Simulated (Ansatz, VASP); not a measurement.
# Two plane-wave programs on NiS3

```xyz
4
Lattice="3.9173 0.0000 0.0000 0.0000 3.9173 0.0000 0.0000 0.0000 3.9173" Properties=species:S:1:pos:R:3 pbc="T T T"
Ni    0.0000    0.0000    0.0000
S     0.0000    1.9586    1.9586
S     1.9586    0.0000    1.9586
S     1.9586    1.9586    0.0000
```

Alike in both runs: functional PBE; k mesh 4 × 4 × 4; occupations gaussian, width 0.1 eV; collinear spin.

Ansatz relaxed the structure, and its values are those at the end. VASP's run is a single point on that final structure, the one shown.

```csv
,VASP,Ansatz
version,VASP 6.6.1,Ansatz 0.2.0
potentials or method,"VASP PAW PBE potentials, release 64 (Ni, S)","scalar-relativistic, plane waves, PAW"
plane-wave cutoff (eV),520,420
valence electrons in the cell,28,36
```

|  | VASP | Ansatz | Ansatz less VASP |
| --- | --- | --- | --- |
| gap on the k mesh at the Fermi level (eV) | none | none | - |
| pressure (GPa) | -0.3 | 0.0 | +0.31 |
| net moment per atom (μB) | 0.16 | 0.16 | +0.002 |
| size of the moment on the site where the two differ most (μB) | 0.46 | 0.48 | +0.013 |

Site moments also hang on the region over which each program counts them. A gap of «none» marks a metal or a gap that the smearing closes. The two sets of potentials don't hold the same shells in valence.

Caveats: the k mesh is coarse (spacing up to 0.40 Å⁻¹), so the values aren't converged; a cell with one magnetic atom can't hold antiferromagnetic order, which such compounds often take.
